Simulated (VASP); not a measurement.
Input of a VASP 6.6.1 run:

Contents of INCAR:

```
SYSTEM = BeCdO2
PREC     = Normal         ! precision mode
ENCUT    = 520            ! plane-wave cutoff, eV
EDIFF    = 1E-4           ! SCF threshold, eV
ISMEAR   = 0              ! smearing method
SIGMA    = 0.15           ! smearing width, eV
LREAL    = .FALSE.        ! projectors in reciprocal space
LASPH    = .TRUE.         ! aspherical terms in the spheres
NELM     = 60             ! most SCF steps
ALGO     = Fast           ! electronic algorithm
ISIF     = 3              ! what is computed and relaxed
LWAVE    = .FALSE.        ! write WAVECAR
LCHARG   = .FALSE.        ! write CHGCAR
GGA      = PE             ! functional
IBRION   = 2              ! ionic algorithm
NSW      = 24             ! ionic steps
EDIFFG   = -0.08          ! ionic threshold
```

File KPOINTS:

```
Automatic mesh
0
G
  5 5 5
  0 0 0
```

The input POSCAR:

```
BeCdO2
1.0
   -2.0341624200      2.3632864500      2.7109306600
    2.0341624200     -2.3632864500      2.7109306600
    2.0341624200      2.3632864500     -2.7109306600
Be Cd O
1 1 2
Direct
    0.0000000000      0.0000000000      0.0000000000
    0.5000000000      0.0000000000      0.5000000000
    0.5000000000      0.5000000000      0.0000000000
    0.0000000000      0.5000000000      0.5000000000
```

Potentials or basis: VASP PAW PBE potentials, release 64 (Be, Cd, O).

Run with:

```bash
$ cat potpaw_PBE.64/Be/POTCAR potpaw_PBE.64/Cd/POTCAR potpaw_PBE.64/O/POTCAR > POTCAR
$ mpirun -np 1 vasp_std > vasp.out
```

(1) Predict the band gap on the k mesh.

(2) Estimate the space group after relaxing (to 0.05 Å).

(3) Predict the relaxed volume.

(4) What does it give for the relaxed cell?

## Answers

(1) none (metal or under the smearing width).

(2) Immm (No. 71).

(3) 13.01 Å³/atom.

(4) a = 4.228 Å, b = 4.228 Å, c = 4.228 Å, α = 122.37°, β = 87.17°, γ = 120.93°.

Caveat: the k mesh is coarse (spacing up to 0.41 Å⁻¹), so the values aren't converged.
